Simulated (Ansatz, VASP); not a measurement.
**One calculation of Co3Bi, two programs**

```
CELL_PARAMETERS angstrom
0.00000 3.06492 3.06492
3.06492 0.00000 3.06492
3.06492 3.06492 0.00000
ATOMIC_POSITIONS crystal
Co 0.25000 0.25000 0.25000
Co 0.75000 0.75000 0.75000
Co 0.50000 0.50000 0.50000
Bi 0.00000 0.00000 0.00000
```

Alike in both runs: functional PBE; k mesh 6 × 6 × 6; occupations gaussian, width 0.1 eV; collinear spin.

Ansatz relaxed the structure, and its values are those at the end. VASP's run is a single point on that final structure, the one shown.

```csv
,VASP,Ansatz
version,VASP 6.6.1,Ansatz 0.2.0
potentials or method,"VASP PAW PBE potentials, release 64 (Co, Bi_d)","scalar-relativistic, plane waves, PAW"
plane-wave cutoff (eV),520,420
valence electrons in the cell,42,66
```

Ansatz gave:

| Quantity | Value |
| --- | --- |
| gap on the k mesh at the Fermi level (eV) | none |
| pressure (GPa) | 0.0 |
| net moment per atom (μB) | 1.10 |
| size of the moment on the site where the two differ most (μB) | 1.44 |

Problem. What did VASP give for the same quantities?

Solution. gap on the k mesh at the Fermi level (eV): none; pressure (GPa): -0.3; net moment per atom (μB): 1.09; size of the moment on the site where the two differ most (μB): 1.41.

Site moments also hang on the region over which each program counts them. A gap of «none» marks a metal or a gap that the smearing closes. With one functional, cell and mesh, what is left measures potentials, basis and numerics. The two sets of potentials don't hold the same shells in valence.

Caveats: spin-orbit coupling is left out, which moves the levels of the heavy elements.
